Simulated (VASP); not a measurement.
Data:

```
AgI
1.0
    0.00000     3.30960     3.30960
    3.30960     0.00000     3.30960
    3.30960     3.30960     0.00000
Ag I
1 1
Cartesian
  0.00000   0.00000   0.00000
  1.65480   1.65480   1.65480
```

The numbers are results of PW91 GGA, VASP's PBE PAW potentials (set 64) (plane waves; VASP 6.6.1), not measurements. Settings: 520 eV cut-off, Gaussian smearing of 0.050 eV, potentials Ag I.

Unless said otherwise, spin-orbit coupling is left out, though it shifts the bands of the heavy elements here.

Problem. Give the energies of bands 2 to 12 at the high-symmetry points, in eV from the valence-band maximum.

Solution. 
```json
[
 {"band": "2", "Γ": "-3.90", "X": "-4.13", "U": "-3.94", "L": "-3.78", "W": "-3.82"},
 {"band": "3", "Γ": "-3.90", "X": "-3.44", "U": "-3.54", "L": "-3.74", "W": "-3.62"},
 {"band": "4", "Γ": "-3.90", "X": "-3.44", "U": "-3.41", "L": "-3.74", "W": "-3.44"},
 {"band": "5", "Γ": "-2.85", "X": "-2.78", "U": "-2.83", "L": "-2.83", "W": "-2.91"},
 {"band": "6", "Γ": "-2.85", "X": "-2.75", "U": "-2.81", "L": "-2.83", "W": "-2.64"},
 {"band": "7", "Γ": "0.00", "X": "-2.41", "U": "-2.62", "L": "-2.73", "W": "-2.59"},
 {"band": "8", "Γ": "0.00", "X": "-1.61", "U": "-1.81", "L": "-0.65", "W": "-1.91"},
 {"band": "9", "Γ": "0.00", "X": "-1.61", "U": "-1.28", "L": "-0.65", "W": "-1.49"},
 {"band": "10", "Γ": "1.34", "X": "3.77", "U": "3.97", "L": "2.78", "W": "4.61"},
 {"band": "11", "Γ": "5.83", "X": "3.85", "U": "4.99", "L": "6.29", "W": "5.29"},
 {"band": "12", "Γ": "5.83", "X": "8.32", "U": "7.64", "L": "6.29", "W": "6.39"}
]
```

The gap is direct, 1.34 eV, from the valence maximum at Γ to the conduction minimum at Γ.

The compound is AgI in the zinc blende structure, whereas wurtzite is the usual form. It was relaxed first, which changed the volume by +6 %.
